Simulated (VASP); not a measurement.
A convergence study with VASP on Mg$_{2}$Si (antifluorite): one setting is varied, all else stays as given below, so the limit is that of these other settings.

```xyz
3
Lattice="0.0000 3.1750 3.1750 3.1750 0.0000 3.1750 3.1750 3.1750 0.0000" Properties=species:S:1:pos:R:3 pbc="T T T"
Mg     1.5875     1.5875     1.5875
Mg     4.7625     4.7625     4.7625
Si     0.0000     0.0000     0.0000
```

Method: PBE GGA, VASP's PBE PAW potentials (set 64) (plane waves; VASP 6.6.1). The tightest run used: 550 eV cut-off, 15×15×15 Γ-centred mesh, Gaussian smearing of 0.050 eV, potentials Mg Si.

```csv
setting,E (eV/atom),pressure (GPa),irreducible k-points
1×1×1 mesh,1.1454,10.31,1
2×2×2 mesh,-2.2901,1.06,3
4×4×4 mesh,-2.9186,0.23,8
5×5×5 mesh,-2.9534,0.23,10
6×6×6 mesh,-2.9652,0.24,16
```

Problem. These are the cheaper rows. Estimate the results at 15×15×15 mesh, and how far the last row shown lies from them.

Solution. 
```tsv
quantity	tightest run	last row shown is off by
E (eV/atom)	-2.9726	0.0073
pressure (GPa)	0.26	-0.02
```

Left out are rungs that failed or repeat a setting and relaxations that didn't move; long series are thinned to 24 rows.

The compound is Mg2Si in the antifluorite structure. The cell was not relaxed at this level.
